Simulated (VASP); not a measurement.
Output of a VASP run:

### OUTCAR
```
 ion  position               nearest neighbor table
   1  0.000  0.237  0.167-  51 1.62  25 1.62  52 1.63  30 1.63   2 3.11  14 3.11   9 3.11  15 3.11
  LATTYP: Found a hexagonal cell.
 ALAT       =    10.0111330398
 C/A-ratio  =     1.0974432789
 Subroutine PRICEL returns following result:
  LATTYP: Found a hexagonal cell.
 ALAT       =     5.0055665199
 C/A-ratio  =     1.0974432789
 Subroutine GETGRP returns: Found  6 space group operations
The static configuration has the point symmetry C_2 .
 The point group associated with its full space group is D_3 .
The dynamic configuration has the point symmetry C_2 .
 Subroutine INISYM returns: Found  6 space group operations
 Subroutine IBZKPT returns following result:
 Found      1 irreducible k-points:

 Following reciprocal coordinates:
            Coordinates               Weight
  0.000000  0.000000  0.000000      1.000000
   k-points           NKPTS =      1   k-points in BZ     NKDIM =      1   number of bands    NBANDS=    230
   number of dos      NEDOS =    301   number of ions     NIONS =     72
   total plane-waves  NPLWV = 135000
   dimension x,y,z NGX =    50 NGY =   50 NGZ =   54
   dimension x,y,z NGXF=   100 NGYF=  100 NGZF=  108
   ions per type =              24  48
   PREC   = normal    normal or accurate (medium, high low for compatibility)
   ISTART =      1    job   : 0-new  1-cont  2-samecut
   ICHARG =      0    charge: 1-file 2-atom 10-const
   ISPIN  =      1    spin polarized calculation?
   LNONCOLLINEAR =      F non collinear calculations
   LSORBIT =      F    spin-orbit coupling
   INIWAV =      1    electr: 0-lowe 1-rand  2-diag
   ENCUT  =  400.0 eV  29.40 Ry    5.42 a.u.  16.33 16.33 17.92*2*pi/ulx,y,z
   NELM   =    100;   NELMIN=  4; NELMDL=  0     # of ELM steps
   EDIFF  = 0.1E-05   stopping-criterion for ELM
   LREAL  =      T    real-space projection
   NLSPLINE    = F    spline interpolate recip. space projectors
   LMAXMIX     =    2 max onsite mixed and CHGCAR
   VOSKOWN=      0    Vosko Wilk Nusair interpolation
   EDIFFG = 0.1E-04   stopping-criterion for IOM
   NSW    =      0    number of steps for IOM
   NBLOCK =      1;   KBLOCK =      1    inner block; outer block
   IBRION =     -1    ionic relax: 0-MD 1-quasi-New 2-CG
   NFREE  =      0    steps in history (QN), initial steepest desc. (CG)
   ISIF   =      2    stress and relaxation
   ISYM   =      2    0-nonsym 1-usesym 2-fastsym
   TEIN   =    0.0    initial temperature
   TEBEG  =    0.0;   TEEND  =   0.0 temperature during run
   SMASS  =  -3.00    Nose mass-parameter (am)
   PSTRESS=    0.0 pullay stress
   NELECT =     384.0000    total number of electrons
   EFERMI =   0.00;   METHOD = LEGACY
   ISMEAR =     0;   SIGMA  =   0.05  broadening in eV -4-tet -1-fermi 0-gaus
   IALGO  =     68    algorithm
   LDIAG  =      T    sub-space diagonalisation (order eigenvalues)
   IMIX   =      4    mixing-type and parameters
     AMIX     =   0.40;   BMIX     =  1.00
     AMIX_MAG =   1.60;   BMIX_MAG =  1.00
     AMIN     =   0.10
   GGA     = PE    functional components
   VOSKOWN =     0    Vosko Wilk Nusair interpolation
   LHFCALC =     F    Hartree Fock is set to
   LHFONE  =     F    Hartree Fock one center treatment
   AEXX    =    0.0000 exact exchange contribution
   IVDW    =     0    specifies the selected vdW correction
   LEPSILON=     F    determine dielectric tensor
   LRPA    =     F    only Hartree local field effects (RPA)
  energy-cutoff  :      400.00
  volume of cell :      953.59
      direct lattice vectors                 reciprocal lattice vectors
     5.005566415 -8.669895594  0.000000000     0.099888796 -0.057670821  0.000000000
     5.005566415  8.669895594  0.000000000     0.099888796  0.057670821  0.000000000
     0.000000000  0.000000000 10.986650669     0.000000000  0.000000000  0.091019550
 k-point     1 :   0.0000 0.0000 0.0000  plane waves:    8688
 maximum number of plane-waves:      8688
```

### OSZICAR
```
       N       E                     dE             d eps       ncg     rms          rms(c)
DAV:   1    -0.570309751044E+03   -0.57031E+03   -0.63335E-06   456   0.494E-03    0.164E-03
RMM:   2    -0.570309751088E+03   -0.44027E-07   -0.51379E-07   291   0.170E-03    0.622E-04
RMM:   3    -0.570309751127E+03   -0.39865E-07   -0.12530E-07   327   0.789E-04    0.350E-04
RMM:   4    -0.570309751117E+03    0.10041E-07   -0.45802E-09   144   0.340E-04
   1 F= -.57030975E+03 E0= -.57030975E+03  d E =-.561220E-12
```

**OUTCAR**
```
------------------------ aborting loop because EDIFF is reached ----------------------------------------
  FORCE on cell =-STRESS in cart. coord.  units (eV):
  Direction    XX          YY          ZZ          XY          YZ          ZX
  --------------------------------------------------------------------------------------
  Total      -24.6382717    -24.6382730    -24.9854893      0.0000000      0.0000000      0.0000000
  in kB      -41.3960035    -41.3960058    -41.9793813      0.0000000      0.0000000      0.0000000
  external PRESSURE =     -41.5904635 kB  Pullay stress =       0.0000000 kB
  volume of cell :      953.59
      direct lattice vectors                 reciprocal lattice vectors
     5.005566415 -8.669895594  0.000000000     0.099888796 -0.057670821  0.000000000
     5.005566415  8.669895594  0.000000000     0.099888796  0.057670821  0.000000000
     0.000000000  0.000000000 10.986650669     0.000000000  0.000000000  0.091019550
 POSITION                                       TOTAL-FORCE (eV/Angst)
 -----------------------------------------------------------------------------------
      1.18754      2.05687      1.83110         0.004894      0.008477      0.000000
      2.63049      0.00000      0.00000        -0.009788      0.000000      0.000000
      1.18754     -2.05687      3.66222         0.004894     -0.008477      0.000000
      1.18754      2.05687      7.32443         0.004894      0.008477      0.000000
      2.63049      0.00000      5.49333        -0.009788      0.000000      0.000000
      1.18754     -2.05687      9.15555         0.004894     -0.008477      0.000000
      3.69032      6.39182      1.83110         0.004894      0.008477      0.000000
      5.13328      4.33495      0.00000        -0.009788      0.000000      0.000000
      3.69032      2.27807      3.66222         0.004894     -0.008477      0.000000
      3.69032      6.39182      7.32443         0.004894      0.008477      0.000000
      5.13328      4.33495      5.49333        -0.009788      0.000000      0.000000
      3.69032      2.27807      9.15555         0.004894     -0.008477      0.000000
      3.69032     -2.27807      1.83110         0.004894      0.008477      0.000000
      5.13328     -4.33495      0.00000        -0.009788      0.000000      0.000000
      3.69032     -6.39182      3.66222         0.004894     -0.008477      0.000000
      3.69032     -2.27807      7.32443         0.004894      0.008477      0.000000
      5.13328     -4.33495      5.49333        -0.009788      0.000000      0.000000
      3.69032     -6.39182      9.15555         0.004894     -0.008477      0.000000
      6.19310      2.05687      1.83110         0.004894      0.008477      0.000000
      7.63606      0.00000      0.00000        -0.009788      0.000000      0.000000
      6.19310     -2.05687      3.66222         0.004894     -0.008477      0.000000
      6.19310      2.05687      7.32443         0.004894      0.008477      0.000000
      7.63606      0.00000      5.49333        -0.009788      0.000000      0.000000
      6.19310     -2.05687      9.15555         0.004894     -0.008477      0.000000
      1.68452      0.67171      1.14287         0.006737     -0.011914     -0.016542
      3.58159      1.12298      4.80509         0.006950      0.011791     -0.016542
      2.24224     -2.54025      2.51934        -0.013686     -0.000123      0.016542
      3.58159     -1.12298      0.68823         0.006950     -0.011791      0.016542
      1.68452     -0.67171      4.35046         0.006737      0.011914      0.016542
      2.24224      2.54025      2.97399        -0.013686      0.000123     -0.016542
      1.68452      0.67171      6.63620         0.006737     -0.011914     -0.016542
      3.58159      1.12298     10.29842         0.006950      0.011791     -0.016542
      2.24224     -2.54025      8.01266        -0.013686     -0.000123      0.016542
      3.58159     -1.12298      6.18156         0.006950     -0.011791      0.016542
      1.68452     -0.67171      9.84378         0.006737      0.011914      0.016542
      2.24224      2.54025      8.46732        -0.013686      0.000123     -0.016542
      4.18730      5.00666      1.14287         0.006737     -0.011914     -0.016542
      6.08437      5.45793      4.80509         0.006950      0.011791     -0.016542
      4.74503      1.79469      2.51934        -0.013686     -0.000123      0.016542
      6.08437      3.21197      0.68823         0.006950     -0.011791      0.016542
      4.18730      3.66324      4.35046         0.006737      0.011914      0.016542
      4.74503      6.87520      2.97399        -0.013686      0.000123     -0.016542
      4.18730      5.00666      6.63620         0.006737     -0.011914     -0.016542
      6.08437      5.45793     10.29842         0.006950      0.011791     -0.016542
      4.74503      1.79469      8.01266        -0.013686     -0.000123      0.016542
      6.08437      3.21197      6.18156         0.006950     -0.011791      0.016542
      4.18730      3.66324      9.84378         0.006737      0.011914      0.016542
      4.74503      6.87520      8.46732        -0.013686      0.000123     -0.016542
      4.18730     -3.66324      1.14287         0.006737     -0.011914     -0.016542
      6.08437     -3.21197      4.80509         0.006950      0.011791     -0.016542
      4.74503     -6.87520      2.51934        -0.013686     -0.000123      0.016542
      6.08437     -5.45793      0.68823         0.006950     -0.011791      0.016542
      4.18730     -5.00666      4.35046         0.006737      0.011914      0.016542
      4.74503     -1.79469      2.97399        -0.013686      0.000123     -0.016542
      4.18730     -3.66324      6.63620         0.006737     -0.011914     -0.016542
      6.08437     -3.21197     10.29842         0.006950      0.011791     -0.016542
...
```
(Selected blocks of OUTCAR.)

POSCAR:
```
O48Si24
1
    5.0055664148    -8.6698955938     0.0000000000
    5.0055664148     8.6698955938     0.0000000000
    0.0000000000     0.0000000000    10.9866506686
Si O
24 48
Direct
  1.0000000000   0.2372432443   0.1666660000
  0.2627567557   0.2627567557   0.0000000000
  0.2372432443   0.0000000000   0.3333340000
  0.0000000000   0.2372432443   0.6666660000
  0.2627567557   0.2627567557   0.5000000000
  0.2372432443   1.0000000000   0.8333340000
  0.0000000000   0.7372432443   0.1666660000
  0.2627567557   0.7627567557   0.0000000000
  0.2372432443   0.5000000000   0.3333340000
  0.0000000000   0.7372432443   0.6666660000
  0.2627567557   0.7627567557   0.5000000000
  0.2372432443   0.5000000000   0.8333340000
  0.5000000000   0.2372432443   0.1666660000
  0.7627567557   0.2627567557   0.0000000000
  0.7372432443   1.0000000000   0.3333340000
  0.5000000000   0.2372432443   0.6666660000
  0.7627567557   0.2627567557   0.5000000000
  0.7372432443   0.0000000000   0.8333340000
  0.5000000000   0.7372432443   0.1666660000
  0.7627567557   0.7627567557   0.0000000000
  0.7372432443   0.5000000000   0.3333340000
  0.5000000000   0.7372432443   0.6666660000
  0.7627567557   0.7627567557   0.5000000000
  0.7372432443   0.5000000000   0.8333340000
  0.1295266382   0.2070029614   0.1040232095
  0.2929970386   0.4225236768   0.4373572095
  0.3704733618   0.0774763232   0.2293087905
  0.4225236768   0.2929970386   0.0626427905
  0.2070029614   0.1295266382   0.3959767905
  0.0774763232   0.3704733618   0.2706912095
  0.1295266382   0.2070029614   0.6040242095
  0.2929970386   0.4225236768   0.9373572095
  0.3704733618   0.0774763232   0.7293087905
  0.4225236768   0.2929970386   0.5626427905
  0.2070029614   0.1295266382   0.8959767905
  0.0774763232   0.3704733618   0.7706912095
  0.1295266382   0.7070029614   0.1040232095
  0.2929970386   0.9225236768   0.4373572095
  0.3704733618   0.5774763232   0.2293087905
  0.4225236768   0.7929970386   0.0626427905
  0.2070029614   0.6295266382   0.3959767905
  0.0774763232   0.8704733618   0.2706912095
  0.1295266382   0.7070029614   0.6040242095
  0.2929970386   0.9225236768   0.9373572095
  0.3704733618   0.5774763232   0.7293087905
  0.4225236768   0.7929970386   0.5626427905
  0.2070029614   0.6295266382   0.8959767905
  0.0774763232   0.8704733618   0.7706912095
  0.6295266382   0.2070029614   0.1040232095
  0.7929970386   0.4225236768   0.4373572095
  0.8704733618   0.0774763232   0.2293087905
  0.9225236768   0.2929970386   0.0626427905
  0.7070029614   0.1295266382   0.3959767905
  0.5774763232   0.3704733618   0.2706912095
  0.6295266382   0.2070029614   0.6040242095
  0.7929970386   0.4225236768   0.9373572095
  0.8704733618   0.0774763232   0.7293087905
  0.9225236768   0.2929970386   0.5626427905
  0.7070029614   0.1295266382   0.8959767905
  0.5774763232   0.3704733618   0.7706912095
  0.6295266382   0.7070029614   0.1040232095
  0.7929970386   0.9225236768   0.4373572095
  0.8704733618   0.5774763232   0.2293087905
  0.9225236768   0.7929970386   0.0626427905
  0.7070029614   0.6295266382   0.3959767905
  0.5774763232   0.8704733618   0.2706912095
  0.6295266382   0.7070029614   0.6040242095
  0.7929970386   0.9225236768   0.9373572095
  0.8704733618   0.5774763232   0.7293087905
  0.9225236768   0.7929970386   0.5626427905
  0.7070029614   0.6295266382   0.8959767905
  0.5774763232   0.8704733618   0.7706912095
```

Question: Write an INCAR and KPOINTS that could have produced this output.

Answer: Several could match; the one computed here: the input of the run itself, PBE GGA, plane waves, VASP's PBE PAW potentials (set 64).

**KPOINTS**
```
kpoints
0
Gamma
 1 1 1
0 0 0
```

### INCAR
```
ALGO=Fast
EDIFF=1E-6
ENCUT=400
GGA=PE
ISMEAR=0
LASPH=.True.
LCHARG=.False.
LORBIT=11
LREAL=Auto
LVHAR=.True.
LWAVE=.False.
NELM=100
NELMIN=4
PREC=Normal
SIGMA=0.05
SYSTEM=O48Si24
```

POTCAR, in this order: Si O (PBE.64 set). Program: vasp_gam. Read from the step before: WAVECAR.

At this cut-off the stress carries a Pulay error, which pulls relaxed volumes low. The supercell is sampled at Γ alone, which is coarse: total energies, pressure and levels can be off, energies of defects by several tenths of an eV.

The cell is a supercell, built from SiO2 (quartz).
